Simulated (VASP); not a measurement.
Level of theory: PBE GGA + U (Dudarev), VASP's PBE PAW potentials (set 64) (plane waves; VASP).

The input files of a VASP run:

**INCAR**
```
# general
SYSTEM   =ZnS
PREC     =Accurate
ENCUT    =400
LREAL    =.FALSE.
LASPH    =.TRUE.

# electronic loop
EDIFF    =1E-6
NELM     =100
ALGO     =Normal
LMAXMIX  =4

# smearing
ISMEAR   =0
SIGMA    =0.05

# functional
GGA      =PE

# DFT+U
LDAU     =.TRUE.
LDAUTYPE =2
LDAUL    =2 -1
LDAUU    =1.0 0
LDAUJ    =0 0
LDAUPRINT=1

# ions
ISIF     =2

# output
LWAVE    =.FALSE.
LCHARG   =.FALSE.
LORBIT   =10
```

**KPOINTS**
```
Automatic mesh
0
gamma
6 6 3
0 0 0
```

File POSCAR:
```
ZnS
1.0
  1.9100000000  -3.3082170000   0.0000000000
  1.9100000000   3.3082170000   0.0000000000
  0.0000000000   0.0000000000   6.2600000000
Zn S
2 2
Direct
  0.6666670000   0.3333330000   0.5000000000
  0.3333330000   0.6666670000   0.0000000000
  0.6666670000   0.3333330000   0.8750000000
  0.3333330000   0.6666670000   0.3750000000
```

POTCAR, in this order: Zn S (PBE.64 set). Program: vasp_std.

Output of the run:

OSZICAR:
```
       N       E                     dE             d eps       ncg     rms          rms(c)
DAV:   1     0.211078747890E+03    0.21108E+03   -0.15144E+04   616   0.164E+03
DAV:   2     0.442989262160E+01   -0.20665E+03   -0.20061E+03   664   0.334E+02
DAV:   3    -0.139564344063E+02   -0.18386E+02   -0.18321E+02   736   0.108E+02
DAV:   4    -0.143185013455E+02   -0.36207E+00   -0.36182E+00   736   0.159E+01
DAV:   5    -0.143252143134E+02   -0.67130E-02   -0.67127E-02   748   0.203E+00    0.101E+01
DAV:   6    -0.134979877219E+02    0.82723E+00   -0.18765E+00   958   0.397E+01    0.782E+00
DAV:   7    -0.135225822712E+02   -0.24595E-01   -0.17978E+00   700   0.765E+00    0.311E+00
DAV:   8    -0.135051440852E+02    0.17438E-01   -0.12973E-01   818   0.461E+00    0.101E+00
DAV:   9    -0.135059888616E+02   -0.84478E-03   -0.17672E-02   854   0.251E+00    0.284E-01
DAV:  10    -0.135061337310E+02   -0.14487E-03   -0.13881E-03   712   0.402E-01    0.183E-01
DAV:  11    -0.135062891659E+02   -0.15543E-03   -0.12146E-04   754   0.807E-02    0.741E-02
DAV:  12    -0.135063726499E+02   -0.83484E-04   -0.11662E-04   712   0.988E-02    0.258E-02
DAV:  13    -0.135063730444E+02   -0.39458E-06   -0.33729E-06   648   0.263E-02
   1 F= -.13506373E+02 E0= -.13506373E+02  d E =-.118183E-12
```

OUTCAR:
```
------------------------ aborting loop because EDIFF is reached ----------------------------------------
  FORCE on cell =-STRESS in cart. coord.  units (eV):
  Direction    XX          YY          ZZ          XY          YZ          ZX
  --------------------------------------------------------------------------------------
  Total        0.5810806      0.5810806      0.5692567      0.0000000      0.0000000      0.0000000
  in kB       11.7683426     11.7683423     11.5288781      0.0000000      0.0000000      0.0000000
  external PRESSURE =      11.6885210 kB  Pullay stress =       0.0000000 kB
  volume of cell :       79.11
      direct lattice vectors                 reciprocal lattice vectors
     1.910000000 -3.308217000  0.000000000     0.261780105 -0.151138816  0.000000000
     1.910000000  3.308217000  0.000000000     0.261780105  0.151138816  0.000000000
     0.000000000  0.000000000  6.260000000     0.000000000  0.000000000  0.159744409
  FREE ENERGIE OF THE ION-ELECTRON SYSTEM (eV)
  ---------------------------------------------------
  free  energy   TOTEN  =       -13.5063730444 eV

  energy  without entropy=      -13.5063730444  energy(sigma->0) =      -13.50637304

 total charge

# of ion       s       p       d       tot
------------------------------------------
    1        0.515   0.470   9.817  10.803
    2        0.515   0.470   9.817  10.803
    3        1.314   2.439   0.000   3.753
    4        1.314   2.439   0.000   3.753
--------------------------------------------------
tot          3.659   5.818  19.634  29.112
```
(Selected blocks of OUTCAR.)

The compound is ZnS in the wurtzite structure, the high-temperature form. The cell was not relaxed at this level. The run is one of a series of settings (LDAU = .TRUE., LDAUJ = 0 0, LDAUL = 2 -1, LDAUTYPE = 2, LDAUU = 1.0 0 against the base run), some of them coarse on purpose.
